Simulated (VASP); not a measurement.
NaGeSe:

```
Ge Na Se
1.0
     4.33100    0.00000    0.00000
     0.00000    4.33100    0.00000
     0.00000    0.00000    6.97147
Ge Na Se
2 2 2
Direct
  0.00000 0.50000 0.64930
  0.50000 0.00000 0.35070
  0.00000 0.00000 0.00000
  0.50000 0.50000 0.00000
  0.00000 0.50000 0.20560
  0.50000 0.00000 0.79440
```

The cell was built by a generator and needn't be a form met in nature.

* Program: VASP 6.6.1
* Task: relaxation of cell and atoms
* Functional: PBE
* Dispersion: D4
* Potentials or basis: VASP PAW PBE potentials, release 64 (Ge_d, Na_pv, Se)
* Cutoff: 600 eV
* k mesh: 4 × 4 × 3
* Occupations: fermi-dirac, width 0.1 eV
* Spin: no spin polarisation

At the start: pressure 4.7 GPa; volume 21.79 Å³/atom.

Task: How do energy, volume and symmetry change on relaxing?

Result: Over 44 steps the energy falls by 236.8 meV/atom and the volume is 23.80 Å³/atom (+9.2 %); space group P4/nmm (No. 129, to 0.05 Å).

Step by step:
```
step  energy change (eV)  largest force (eV/Å)  pressure (GPa)  volume (Å³)
   1              0.0000                2.1479            4.66       130.77
   3             -0.6756                1.3075           -1.35       145.75
   5             -0.9852                0.9253           -2.06       145.98
   7             -1.1746                0.5417            0.26       137.35
   9             -1.2183                0.3195            2.14       133.23
  11             -1.3114                0.6053           -0.59       140.24
  13             -1.3837                0.2044            1.91       139.53
  15             -1.4034                0.1214           -0.70       143.79
  17             -1.4054                0.1451           -0.18       142.81
  19             -1.4096                0.1368            0.59       142.72
  21             -1.4128                0.0905           -0.13       143.43
  23             -1.4132                0.0675           -0.44       143.79
  25             -1.4152                0.0696           -0.14       143.85
  27             -1.4153                0.0840           -0.09       143.86
  29             -1.4171                0.0767            0.18       143.47
  31             -1.4187                0.0809            0.45       142.90
  33             -1.4196                0.0550           -0.18       143.10
  35             -1.4197                0.0427           -0.08       143.07
  37             -1.4199                0.0394           -0.06       143.00
  39             -1.4203                0.0422            0.02       142.71
  41             -1.4206                0.0201           -0.08       142.83
  43             -1.4206                0.0256            0.23       142.67
  44             -1.4207                0.0025            0.02       142.81
```

Final structure:
```
Ge Na Se
1.0
     4.34405    0.00000    0.00000
     0.00000    4.34405    0.00000
     0.00000    0.00000    7.56755
Ge Na Se
2 2 2
Direct
  0.00000 0.50000 0.65642
  0.50000 0.00000 0.34358
  0.00000 0.00000 0.00000
  0.50000 0.50000 0.00000
  0.00000 0.50000 0.30458
  0.50000 0.00000 0.69542
```

Caveat: the k mesh is coarse (spacing up to 0.36 Å⁻¹), so the values aren't converged; pairwise dispersion overbinds metals, which lowers pressure and volume.
